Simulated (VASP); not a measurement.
Ag3F:

```xyz
4
Lattice="0.0000 3.2161 3.2161 3.2161 0.0000 3.2161 3.2161 3.2161 0.0000" Properties=species:S:1:pos:R:3 pbc="T T T"
Ag    1.6080    1.6080    1.6080
Ag    4.8241    4.8241    4.8241
Ag    3.2161    3.2161    3.2161
F     0.0000    0.0000    0.0000
```

The cell was built by a generator and needn't be a form met in nature.

```yaml
Program: VASP 6.6.1
Task: relaxation of cell and atoms
Functional: BLYP
Potentials_or_basis: VASP PAW PBE potentials, release 64 (Ag, F)
Cutoff: 600 eV
k_mesh: 5 × 5 × 5
Occupations: fermi-dirac, width 0.05 eV
Spin: no spin polarisation
```

At the start: pressure 5.0 GPa; volume 16.63 Å³/atom.

Where does the relaxation end?

Over 3 steps the energy falls by 16.8 meV/atom and the volume is 17.79 Å³/atom (+6.9 %); space group Fm-3m (No. 225, to 0.05 Å).

Step by step:
| step | energy change (eV) | largest force (eV/Å) | pressure (GPa) | volume (Å³) |
| --- | --- | --- | --- | --- |
| 1 | 0.0000 | 0.0000 | 4.98 | 66.53 |
| 2 | -0.0665 | 0.0000 | -0.40 | 71.63 |
| 3 | -0.0671 | 0.0000 | 0.00 | 71.15 |

Final structure:
```
Ag F
1.0
     0.00000    3.28888    3.28888
     3.28888    0.00000    3.28888
     3.28888    3.28888    0.00000
Ag F
3 1
Direct
  0.25000 0.25000 0.25000
  0.75000 0.75000 0.75000
  0.50000 0.50000 0.50000
  0.00000 0.00000 0.00000
```

Caveat: the PAW data sets were made with another functional, which shifts forces and pressure a little.
